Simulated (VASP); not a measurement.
Data:

```xyz
4
Lattice="2.3076 -3.9969 0.0000 2.3076 3.9969 0.0000 0.0000 0.0000 7.5443" Properties=species:S:1:pos:R:3 pbc="T T T"
Ag     2.3076    -1.3323     3.7728
Ag     2.3076     1.3323     0.0006
I      2.3076    -1.3323     6.6006
I      2.3076     1.3323     2.8285
```

Computed with optB86b-vdW, VASP's PBE PAW potentials (set 64) (plane waves; VASP). Run with 520 eV cut-off, 6×6×4 Γ-centred mesh, tetrahedra with Blöchl corrections, potentials Ag I.

The cores are frozen, which limits the accuracy of field gradients.

Problem. Give the principal components of the electric field gradient (V/Å²) and the asymmetry η at each nucleus.

Solution. 
```csv
atom,Vxx,Vyy,Vzz,η
Ag1,0.0,0.0,0.1,-
Ag2,0.0,0.0,0.1,-
I3,-2.1,-2.1,4.1,0.00
I4,-2.1,-2.1,4.1,0.00
```

The compound is AgI in the wurtzite structure. It was relaxed first.
